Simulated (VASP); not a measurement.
Write the native input for VASP 6.6.1 that does the following.

```
Task                               : single point
Functional                         : HSE(alpha, omega)
Potentials or basis                : VASP PAW PBE potentials, release 64 (Ru_pv, Se)
Cutoff                             : 520 eV
k mesh                             : 4 × 4 × 4
Occupations                        : fermi-dirac, width 0.05 eV
Spin                               : no spin polarisation
Screening parameter                : 0.2
Grid for exact exchange (PRECFOCK) : Fast
Further INCAR settings             : ALGO = Normal; EDIFF = 1e-07; NBANDS = 17
```

RuSe:

```
Ru Se
1.0
     3.18769    0.00000    0.00000
     0.00000    3.18769    0.00000
     0.00000    0.00000    3.18769
Ru Se
1 1
Direct
  0.00000 0.00000 0.00000
  0.50000 0.50000 0.50000
```

The cell comes from a database or a generator and needn't be the stable form of this composition.

One way to write it, as run:

POSCAR

```
RuSe
1.0
    3.1876923100      0.0000000000      0.0000000000
    0.0000000000      3.1876923100      0.0000000000
    0.0000000000      0.0000000000      3.1876923100
Ru Se
1 1
Direct
    0.0000000000      0.0000000000      0.0000000000
    0.5000000000      0.5000000000      0.5000000000
```

INCAR.step1

```
SYSTEM = RuSe
  PREC = Accurate
  ENCUT = 520
  EDIFF = 1E-5
  ISMEAR = -1
  SIGMA = 0.05
  LREAL = .FALSE.
  LASPH = .TRUE.
  NELM = 60
  ALGO = Normal
  ISIF = 2
  LWAVE = .TRUE.
  NBANDS = 17
  GGA = PE
```

INCAR.step2

```
SYSTEM = RuSe
  PREC = Accurate
  ENCUT = 520
  EDIFF = 1E-7
  ISMEAR = -1
  SIGMA = 0.05
  LREAL = .FALSE.
  LASPH = .TRUE.
  NELM = 60
  ALGO = Normal
  ISIF = 2
  LWAVE = .FALSE.
  LCHARG = .FALSE.
  GGA = PE
  LHFCALC = .TRUE.
  HFSCREEN = 0.2
  AEXX = 0.25
  PRECFOCK = Fast
  NBANDS = 17
  ISTART = 1
```

KPOINTS

```
Automatic mesh
0
G
  4 4 4
  0 0 0
```

Potentials or basis: VASP PAW PBE potentials, release 64 (Ru_pv, Se).

Launch:

```sh
$ cat potpaw_PBE.64/Ru_pv/POTCAR potpaw_PBE.64/Se/POTCAR > POTCAR
$ cp INCAR.step1 INCAR
$ mpirun -np 1 vasp_std > vasp.out
$ cp INCAR.step2 INCAR
$ mpirun -np 1 vasp_std > vasp.out
```

It gave:

```json
{
 "Pressure": "-17.7 GPa",
 "Band gap on the k mesh": "none (metal or under the smearing width)"
}
```

Caveat: the k mesh is coarse (spacing up to 0.49 Å⁻¹), so the values aren't converged, least of all with exact exchange; the PAW data sets were made with another functional, which shifts forces and pressure a little.

It took 2 min on 1 thread of Intel(R) Xeon(R) 6975P-C (Granite Rapids) (shared host), peak memory 0.24 GiB.
